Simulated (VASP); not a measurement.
Method: PBE GGA, VASP's PBE PAW potentials (set 64) (plane waves; VASP).

Input for VASP

### INCAR
```
SYSTEM = CeO2
PREC = Accurate
ENCUT = 575
EDIFF = 1E-6
NELM = 100
ALGO = Normal
LREAL = .FALSE.
LASPH = .TRUE.
ISMEAR = 0
SIGMA = 0.05
GGA = PE
LMAXMIX = 6
LWAVE = .FALSE.
LCHARG = .FALSE.
ISIF = 2
```

POSCAR:
```
CeO2
3.8254480
  0.0000000000   0.7071067232   0.7071067232
  0.7071067232   0.0000000000   0.7071067232
  0.7071067232   0.7071067232   0.0000000000
Ce O
1 2
Direct
  0.0000000000   0.0000000000   0.0000000000
  0.2500000000   0.2500000000   0.2500000000
  0.7500000000   0.7500000000   0.7500000000
```

**KPOINTS**
```
Automatic mesh
0
Gamma
6 6 6
0 0 0
```

POTCAR, in this order: Ce O (PBE.64 set). Program: vasp_std.

The run wrote:

### OSZICAR
```
       N       E                     dE             d eps       ncg     rms          rms(c)
DAV:   1     0.237779012645E+03    0.23778E+03   -0.12403E+04   512   0.218E+03
DAV:   2     0.172751712640E+02   -0.22050E+03   -0.21332E+03   768   0.320E+02
DAV:   3    -0.297142847014E+02   -0.46989E+02   -0.42672E+02   680   0.151E+02
DAV:   4    -0.316696843379E+02   -0.19554E+01   -0.19553E+01   784   0.368E+01
DAV:   5    -0.317847684773E+02   -0.11508E+00   -0.11508E+00   856   0.773E+00    0.314E+01
DAV:   6    -0.293000441269E+02    0.24847E+01   -0.90864E+01   752   0.599E+01    0.244E+01
DAV:   7    -0.281734543518E+02    0.11266E+01   -0.16890E+02   752   0.127E+02    0.220E+01
DAV:   8    -0.274037174640E+02    0.76974E+00   -0.32578E+00   608   0.201E+01    0.142E+01
DAV:   9    -0.262475165365E+02    0.11562E+01   -0.70381E+00   768   0.222E+01    0.164E+00
DAV:  10    -0.262346996933E+02    0.12817E-01   -0.23736E-01   864   0.395E+00    0.118E+00
DAV:  11    -0.262247825914E+02    0.99171E-02   -0.33849E-02   744   0.182E+00    0.129E+00
DAV:  12    -0.262141675279E+02    0.10615E-01   -0.86739E-02   640   0.190E+00    0.789E-01
DAV:  13    -0.262129349312E+02    0.12326E-02   -0.10045E-01   792   0.317E+00    0.734E-01
DAV:  14    -0.262111563240E+02    0.17786E-02   -0.12423E-02   768   0.107E+00    0.272E-01
DAV:  15    -0.262109855909E+02    0.17073E-03   -0.28833E-03   728   0.501E-01    0.495E-02
DAV:  16    -0.262109844812E+02    0.11097E-05   -0.52543E-04   768   0.192E-01    0.624E-02
DAV:  17    -0.262109723339E+02    0.12147E-04   -0.60998E-05   808   0.726E-02    0.169E-02
DAV:  18    -0.262109685796E+02    0.37542E-05   -0.28212E-05   744   0.490E-02    0.301E-03
DAV:  19    -0.262109680018E+02    0.57780E-06   -0.99592E-07   368   0.117E-02
   1 F= -.26210968E+02 E0= -.26210968E+02  d E =-.253957E-11
```

File OUTCAR:
```
------------------------ aborting loop because EDIFF is reached ----------------------------------------
  FORCE on cell =-STRESS in cart. coord.  units (eV):
  Direction    XX          YY          ZZ          XY          YZ          ZX
  --------------------------------------------------------------------------------------
  Total        1.3518028      1.3518028      1.3518028     -0.0000000      0.0000000     -0.0000000
  in kB       54.7132009     54.7132009     54.7132009     -0.0000000      0.0000000     -0.0000000
  external PRESSURE =      54.7132009 kB  Pullay stress =       0.0000000 kB
  volume of cell :       39.59
      direct lattice vectors                 reciprocal lattice vectors
     0.000000000  2.705000000  2.705000000    -0.184842884  0.184842884  0.184842884
     2.705000000  0.000000000  2.705000000     0.184842884 -0.184842884  0.184842884
     2.705000000  2.705000000  0.000000000     0.184842884  0.184842884 -0.184842884
 POSITION                                       TOTAL-FORCE (eV/Angst)
 -----------------------------------------------------------------------------------
      0.00000      0.00000      0.00000        -0.000000      0.000000     -0.000000
      1.35250      1.35250      1.35250        -0.000000     -0.000000     -0.000000
      4.05750      4.05750      4.05750         0.000000      0.000000      0.000000
 -----------------------------------------------------------------------------------
    total drift:                                0.000000     -0.000000      0.000000
  FREE ENERGIE OF THE ION-ELECTRON SYSTEM (eV)
  ---------------------------------------------------
  free  energy   TOTEN  =       -26.2109680018 eV

  energy  without entropy=      -26.2109680018  energy(sigma->0) =      -26.21096800
```
(Selected blocks of OUTCAR.)

### OUTCAR
```
 val. band max:        5.2392576453   @ k =   0.5000   0.3333   0.1667

 cond. band min:       7.3061789884   @ k =   0.5000   0.0000   0.0000


 Fermi energy:         5.4688810658

 k-point     1 :       0.0000    0.0000    0.0000
  band No.  band energies     occupation
      1     -27.0679      2.00000
      2     -10.9852      2.00000
      3     -10.0390      2.00000
      4      -9.2119      2.00000
      5      -9.2119      2.00000
      6      -9.2119      2.00000
      7       1.4716      2.00000
      8       1.4716      2.00000
      9       1.4716      2.00000
     10       4.7314      2.00000
     11       4.7314      2.00000
     12       4.7314      2.00000
     13       7.6348      0.00000
     14       7.6348      0.00000
     15       7.6348      0.00000
     16       7.8862      0.00000

 k-point     2 :       0.1667    0.0000    0.0000
  band No.  band energies     occupation
      1     -27.0160      2.00000
      2     -11.7813      2.00000
      3     -10.2557      2.00000
      4      -9.2758      2.00000
      5      -9.2758      2.00000
      6      -8.3676      2.00000
      7       1.7173      2.00000
      8       1.7173      2.00000
      9       2.1442      2.00000
     10       4.5072      2.00000
     11       4.6398      2.00000
     12       4.6398      2.00000
     13       7.6064      0.00000
     14       7.6064      0.00000
     15       7.6371      0.00000
     16       7.9183      0.00000

 k-point     3 :       0.3333    0.0000    0.0000
  band No.  band energies     occupation
      1     -26.9093      2.00000
      2     -12.7393      2.00000
      3     -10.6667      2.00000
      4      -9.3982      2.00000
      5      -9.3982      2.00000
      6      -7.2511      2.00000
      7       2.1682      2.00000
      8       2.1682      2.00000
      9       3.4261      2.00000
     10       4.2461      2.00000
     11       4.5385      2.00000
     12       4.5385      2.00000
     13       7.5282      0.00000
...
```

The compound is CeO2 in the fluorite structure. The cell was not relaxed at this level. The run is one of a series of settings (ENCUT = 575 against the base run), some of them coarse on purpose. The run is not spin-polarised, so no magnetic state was tried.
